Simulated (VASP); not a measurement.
An input for Quantum ESPRESSO's pw.x (written as the equivalent of a VASP run, and not itself run):

```
&CONTROL
  calculation = 'vc-relax'
  pseudo_dir = './pseudo'
  outdir = './out'
  tprnfor = .true.
  tstress = .true.
  nstep = 60
  forc_conv_thr = 0.00078
/
&SYSTEM
  ibrav = 0
  nat = 10
  ntyp = 2
  ecutwfc = 80
  occupations = 'smearing'
  smearing = 'methfessel-paxton'
  degauss = 0.00735
  input_dft = 'pbesol'
/
&ELECTRONS
  conv_thr = 7.3e-08
  electron_maxstep = 100
/
&IONS
/
&CELL
/
ATOMIC_SPECIES
  Si 28.085 Si.upf
  Mo 95.950 Mo.upf
CELL_PARAMETERS angstrom
     6.5670436    0.0000000    0.0000000
     0.0000000    6.5670436   -0.0000000
     0.0000000   -0.0000000    3.2640853
ATOMIC_POSITIONS crystal
  Si   0.1334510  0.6334510  0.0000000
  Si   0.8665490  0.3665490  0.0000000
  Si   0.3665490  0.1334510  0.0000000
  Si   0.6334510  0.8665490  0.0000000
  Mo   0.5000000  0.5000000  0.0000000
  Mo   1.0000000  0.0000000  0.0000000
  Mo   0.6624997  0.1624997  0.5000000
  Mo   0.3375003  0.8375003  0.5000000
  Mo   0.8375003  0.6624997  0.5000000
  Mo   0.1624997  0.3375003  0.5000000
K_POINTS automatic
  4 4 9 0 0 0
```

Problem. Write the VASP files for the same calculation (PBEsol).

Solution. One answer among several that fit: 
### INCAR
```
# general
SYSTEM  = Si2Mo3
PREC    = Accurate
ENCUT   = 400
LREAL   = F
LASPH   = T

# electronic loop
EDIFF   = 1E-6
NELM    = 100
ALGO    = Normal
LMAXMIX = 4

# smearing
ISMEAR  = 1
SIGMA   = 0.1

# functional
GGA     = PS

# ions
IBRION  = 2
NSW     = 60
ISIF    = 3
EDIFFG  = -0.02

# output
LWAVE   = F
LCHARG  = F
```

**KPOINTS**
```
K-points
0
gamma
  4 4 9
```

File POSCAR:
```
Si2Mo3
1
    6.5670436437     0.0000000000     0.0000000000
    0.0000000000     6.5670436437    -0.0000000000
    0.0000000000    -0.0000000000     3.2640853276
Si Mo
4 6
Direct
  0.1334510316   0.6334510316   0.0000000000
  0.8665489684   0.3665489684   0.0000000000
  0.3665489684   0.1334510316   0.0000000000
  0.6334510316   0.8665489684   0.0000000000
  0.5000000000   0.5000000000   0.0000000000
  1.0000000000   0.0000000000   0.0000000000
  0.6624997499   0.1624997499   0.5000000000
  0.3375002501   0.8375002501   0.5000000000
  0.8375002501   0.6624997499   0.5000000000
  0.1624997499   0.3375002501   0.5000000000
```

POTCAR, in this order: Si Mo_sv (PBE.64 set). Program: vasp_std.

Limits of the translation: the potentials are each code's own (VASP's PAW set, PseudoDojo norm-conserving files in pw.x), so ENCUT and ecutwfc are chosen apart and not converted; conv_thr bounds pw.x's estimated SCF error, while EDIFF bounds the energy change between steps; forc_conv_thr acts on force components and is met together with etot_conv_thr.

The structure comes from a computed database's Si2Mo3 entry (P4/mbm); how it stands against other phases isn't given here. This run relaxes it. Symmetry was kept, so distortions that lower it aren't found. The start is the result of an earlier pass.
